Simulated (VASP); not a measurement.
Crystal: Cd3Cu2.

```
Cd Cu
1.0
     4.74991    0.00000    0.00000
     0.00000    4.74991    0.00000
     0.00000    0.00000    4.74991
Cd Cu
3 2
Cartesian
  2.3750 0.0000 0.0000
  0.0000 2.3750 0.0000
  0.0000 0.0000 2.3750
  0.0000 0.0000 0.0000
  2.3750 2.3750 2.3750
```

The cell was built by a generator and needn't be a form met in nature.

The cell isn't the ideal one: random cell by space group and Wyckoff sites (Pm-3m, No. 221).

```yaml
Program: VASP 6.6.1
Task: relaxation of cell and atoms
Functional: PBE
Potentials_or_basis: VASP PAW PBE potentials, release 64 (Cd, Cu)
Cutoff: 600 eV
k_mesh: 4 × 4 × 4
Occupations: gaussian, width 0.1 eV
Spin: no spin polarisation
```

At the start: pressure 6.9 GPa; volume 21.43 Å³/atom.

How do energy, volume and symmetry change on relaxing?

Over 3 steps the energy falls by 51.1 meV/atom and the volume is 24.10 Å³/atom (+12.5 %); space group Pm-3m (No. 221, to 0.05 Å).

Step by step:
```csv
step,energy change (eV),largest force (eV/Å),pressure (GPa),volume (Å³)
1,0.0000,0.0000,6.86,107.17
2,-0.2533,0.0000,-0.51,122.03
3,-0.2553,0.0000,0.06,120.51
```

Final structure:
```cif
data_structure
_symmetry_space_group_name_H-M 'P 1'
_symmetry_Int_Tables_number 1
_cell_length_a 4.9394
_cell_length_b 4.9394
_cell_length_c 4.9394
_cell_angle_alpha 90.000
_cell_angle_beta 90.000
_cell_angle_gamma 90.000
_cell_volume 120.51
loop_
_atom_site_label
_atom_site_type_symbol
_atom_site_fract_x
_atom_site_fract_y
_atom_site_fract_z
_atom_site_occupancy
Cd1 Cd 0.50000 0.00000 0.00000 1
Cd2 Cd 0.00000 0.50000 0.00000 1
Cd3 Cd 0.00000 0.00000 0.50000 1
Cu1 Cu 0.00000 0.00000 0.00000 1
Cu2 Cu 0.50000 0.50000 0.50000 1
```
